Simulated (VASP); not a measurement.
Here is a VASP 6.6.1 calculation.

Contents of INCAR:

```
PREC     = Normal         # precision mode
ENCUT    = 520            # plane-wave cutoff, eV
EDIFF    = 1E-5           # SCF threshold, eV
ISMEAR   = 0              # smearing method
SIGMA    = 0.05           # smearing width, eV
LREAL    = Auto         
LASPH    = True           # aspherical terms in the spheres
NELM     = 80             # most SCF steps
ALGO     = Fast           # electronic algorithm
ISIF     = 2              # what is computed and relaxed
LWAVE    = False          # write WAVECAR
LCHARG   = False          # write CHGCAR
GGA      = PE             # functional
NBANDS   = 56             # bands
```

Contents of KPOINTS:

```
regular mesh
0
Gamma
  3 4 4
```

File POSCAR:

```
Be3CdO4
1.0
    5.9758400000      0.0000000000      0.0000000000
    0.0000000000      5.0943100000      0.0000000000
    0.0000000000      0.0000000000      4.7293400000
Be Cd O
6 2 8
Direct
    0.2562220000      0.1506500000      0.5041190000
    0.7437780000      0.1506500000      0.5041190000
    0.0000000000      0.7071580000      0.5021040000
    0.7562220000      0.8493500000      0.0041190000
    0.2437780000      0.8493500000      0.0041190000
    0.5000000000      0.2928420000      0.0021040000
    0.5000000000      0.6560770000      0.5001590000
    0.0000000000      0.3439230000      0.0001590000
    0.2069370000      0.8672540000      0.3502730000
    0.7930630000      0.8672540000      0.3502730000
    0.5000000000      0.2509210000      0.3533200000
    0.0000000000      0.3600860000      0.4605760000
    0.7069370000      0.1327460000      0.8502730000
    0.2930630000      0.1327460000      0.8502730000
    0.0000000000      0.7490790000      0.8533200000
    0.5000000000      0.6399140000      0.9605760000
```

Potentials or basis: VASP PAW PBE potentials, release 64 (Be, Cd, O).

Launch:

```console
$ cat potpaw_PBE.64/Be/POTCAR potpaw_PBE.64/Cd/POTCAR potpaw_PBE.64/O/POTCAR > POTCAR
$ mpirun -np 1 vasp_std > vasp.out
```

Q: Estimate the largest force.

A: 0.012 eV/Å.

Q: Predict the band gap on the k mesh.

A: 2.73 eV, indirect (least direct gap 2.98 eV).

Forces in eV/Å, atoms in the order of the input:
```
Be  -0.003 -0.004  0.000
Be   0.003 -0.004  0.000
Be   0.000  0.003 -0.002
Be  -0.003  0.004  0.000
Be   0.003  0.004  0.000
Be   0.000 -0.003 -0.002
Cd   0.000 -0.006 -0.004
Cd   0.000  0.006 -0.004
O    0.001 -0.001  0.003
O   -0.001 -0.001  0.003
O    0.000 -0.012 -0.002
O    0.000  0.000  0.002
O    0.001  0.001  0.003
O   -0.001  0.001  0.003
O    0.000  0.012 -0.002
O    0.000  0.000  0.002
```

Caveat: an odd mesh through Γ misses points on the zone boundary, where band edges often lie.
